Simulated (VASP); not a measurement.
In3As under changes of volume

One of the cells (25.999 Å³/atom); the others are scaled copies at fixed shape and fractional positions:

```xyz
4
Lattice="4.7026 0.0000 0.0000 0.0000 4.7026 0.0000 0.0000 0.0000 4.7026" Properties=species:S:1:pos:R:3 pbc="T T T"
In    2.3513    2.3513    0.0000
In    2.3513    0.0000    2.3513
In    0.0000    2.3513    2.3513
As    0.0000    0.0000    0.0000
```

The cell comes from a database or a generator and needn't be the stable form of this composition.

| Item | Value |
| --- | --- |
| Program | VASP 6.6.1 |
| Functional | PBE |
| Potentials or basis | VASP PAW PBE potentials, release 64 (In_d, As) |
| Cutoff | 520 eV |
| k mesh | 6 × 6 × 6 |
| Occupations | fermi-dirac, width 0.05 eV |
| Spin | no spin polarisation |

```tsv
volume (Å³/atom)	energy over the lowest point (meV/atom)	pressure (GPa)
23.960	21.01	3.7
24.470	10.91	2.5
24.980	?	?
25.999	0.00	-0.2
26.509	1.70	-1.0
27.019	5.61	-1.6
```

Question: What does the run at 24.980 Å³/atom give?

Answer: Energy over the lowest point 4.28 meV/atom; pressure 1.5 GPa.

Worked out: A Birch-Murnaghan fit of order 3 (a polynomial in V^(-2/3)) to the other rows has its minimum at 25.89 Å³/atom with B0 = V·E''(V) = 40 GPa and B' = 4.8. It gives 4.29 meV/atom at 24.980 Å³/atom, against the run's 4.28, and -dE/dV = 1.6 GPa, against 1.5.

Energies are extrapolated to zero smearing.
